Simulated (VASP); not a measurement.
Write the native input for VASP 6.6.1 that does the following.

```
Task                   : single point
Functional             : PBE
Potentials or basis    : VASP PAW PBE potentials, release 64 (Nb_sv, P)
Cutoff                 : 520 eV
k mesh                 : 4 × 4 × 4
Occupations            : fermi-dirac, width 0.05 eV
Spin                   : no spin polarisation
Dipole correction      : no
Further INCAR settings : ALGO = Normal; EDIFF = 1e-06; NBANDS = 26
```

The structure of NbP lies in POSCAR:

```
NbP
1.0
    3.9842980000      0.1736680000     -0.1388740000
    0.1319430000      3.8271630000      0.5259910000
   -0.2183210000     -0.1227870000      4.1888910000
Nb P
2 2
Direct
    0.4402183333      0.3778472234      0.7740131319
    0.9270533365      0.3884176835      0.3035930988
    0.4304176420      0.7601720827      0.2221753074
    0.8993682950      0.9474132867      0.8637687184
```

The cell was built by a generator and needn't be a form met in nature.

These files were run (other wordings do the same):

INCAR

```
PREC     = Accurate       # precision mode
ENCUT    = 520            # plane-wave cutoff, eV
EDIFF    = 1E-6           # SCF threshold, eV
ISMEAR   = -1             # smearing method
SIGMA    = 0.05           # smearing width, eV
LREAL    = False          # projectors in reciprocal space
LASPH    = True           # aspherical terms in the spheres
NELM     = 100            # most SCF steps
ALGO     = Normal         # electronic algorithm
ISIF     = 2              # what is computed and relaxed
LWAVE    = False          # write WAVECAR
LCHARG   = False          # write CHGCAR
GGA      = PE             # functional
NBANDS   = 26             # bands
```

KPOINTS

```
Automatic mesh
0
Gamma
  4 4 4
```

Potentials or basis: VASP PAW PBE potentials, release 64 (Nb_sv, P).

The run is started by

```sh
$ cat potpaw_PBE.64/Nb_sv/POTCAR potpaw_PBE.64/P/POTCAR > POTCAR
$ mpirun -np 1 vasp_std > vasp.out
```

It gave:

```json
{
 "Pressure": "7.7 GPa",
 "Largest force": "2.548 eV/Å",
 "Band gap on the k mesh": "none (metal or under the smearing width)"
}
```

Caveat: the k mesh is coarse (spacing up to 0.41 Å⁻¹), so the values aren't converged.

Wall time 44 s on 1 thread of Intel(R) Xeon(R) Platinum 8488C (Sapphire Rapids), on a shared host, peak memory 0.19 GiB.
